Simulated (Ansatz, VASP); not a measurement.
CS3 in VASP and in Ansatz

```
CELL_PARAMETERS angstrom
-2.37021 2.37021 2.37021
2.37021 -2.37021 2.37021
2.37021 2.37021 -2.37021
ATOMIC_POSITIONS crystal
C 0.00000 0.00000 0.00000
S 0.00000 0.50000 0.50000
S 0.50000 0.00000 0.50000
S 0.50000 0.50000 0.00000
```

Alike in both runs: functional PBE; dispersion D3(BJ); k mesh 6 × 6 × 6; occupations gaussian, width 0.1 eV; no spin polarisation.

Ansatz relaxed the structure, and its values are those at the end. VASP's run is a single point on that final structure, the one shown.

|  | VASP | Ansatz |
| --- | --- | --- |
| version | VASP 6.6.1 | Ansatz 0.2.0 |
| potentials or method | VASP PAW PBE potentials, release 64 (C, S) | scalar-relativistic, plane waves, PAW |
| plane-wave cutoff (eV) | 520 | 420 |
| valence electrons in the cell | 22 | 22 |

```csv
,VASP,Ansatz,Ansatz less VASP
gap on the k mesh at the Fermi level (eV),none,none,-
pressure (GPa),0.0,0.2,+0.21
```

A gap of «none» marks a metal or a gap that the smearing closes. Ansatz warned: «dispersion_switch_in_reach».

Caveats: pairwise dispersion overbinds metals, which lowers pressure and volume.
